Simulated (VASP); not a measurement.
Crystal: Ga4As3P.

```
CELL_PARAMETERS angstrom
4.21615 0.00000 0.00000
0.00000 4.21615 0.00000
0.00000 0.00000 11.87416
ATOMIC_POSITIONS crystal
Ga 0.50000 0.00000 0.60787
Ga 0.00000 0.50000 0.39213
Ga 0.50000 0.00000 0.13068
Ga 0.00000 0.50000 0.86932
P 0.00000 0.00000 0.50000
As 0.50000 0.50000 0.26162
As 0.00000 0.00000 0.00000
As 0.50000 0.50000 0.73838
```

The cell was built by a generator and needn't be a form met in nature.

| Item | Value |
| --- | --- |
| Program | VASP 6.6.1 |
| Task | relaxation of cell and atoms |
| Functional | PBE |
| Potentials or basis | VASP PAW PBE potentials, release 64 (Ga_d, P, As) |
| Cutoff | 520 eV |
| k mesh | 3 × 3 × 2 |
| Occupations | gaussian, width 0.15 eV |
| Spin | no spin polarisation |

At the start: pressure -5.6 GPa; volume 26.38 Å³/atom.

Task: Where does the relaxation end?

Result: Over 13 steps the energy falls by 79.2 meV/atom and the volume is 23.14 Å³/atom (-12.3 %); space group P-4m2 (No. 115, to 0.05 Å).

The path:
```
step  energy change (eV)  largest force (eV/Å)  pressure (GPa)  volume (Å³)
   1              0.0000                0.8014           -5.60       211.07
   2             -0.5636                0.5141            0.48       184.11
   3             -0.5635                0.5659            0.36       184.34
   4             -0.6030                0.2523            0.19       184.74
   5             -0.6177                0.2737            0.06       185.08
   6             -0.6187                0.2779            0.15       185.16
   7             -0.6280                0.1096           -0.60       185.98
   8             -0.6285                0.1041           -0.67       186.08
   9             -0.6325                0.0850            0.69       184.99
  10             -0.6320                0.1488           -0.17       185.18
  11             -0.6323                0.0872            0.30       185.08
  12             -0.6322                0.1284            0.03       185.10
  13             -0.6336                0.0472           -0.03       185.08
```

Final structure:
```xyz
8
Lattice="4.0999 0.0000 0.0000 0.0000 4.0999 0.0000 0.0000 0.0000 11.0107" Properties=species:S:1:pos:R:3 pbc="T T T"
Ga    2.0500    0.0000    6.7899
Ga    0.0000    2.0500    4.2208
Ga    2.0500    0.0000    1.4185
Ga    4.0999    2.0500    9.5921
P     0.0000    0.0000    5.5053
As    2.0500    2.0500    2.8224
As    0.0000    0.0000    0.0000
As    2.0500    2.0500    8.1882
```

Caveat: the k mesh is coarse (spacing up to 0.50 Å⁻¹), so the values aren't converged.
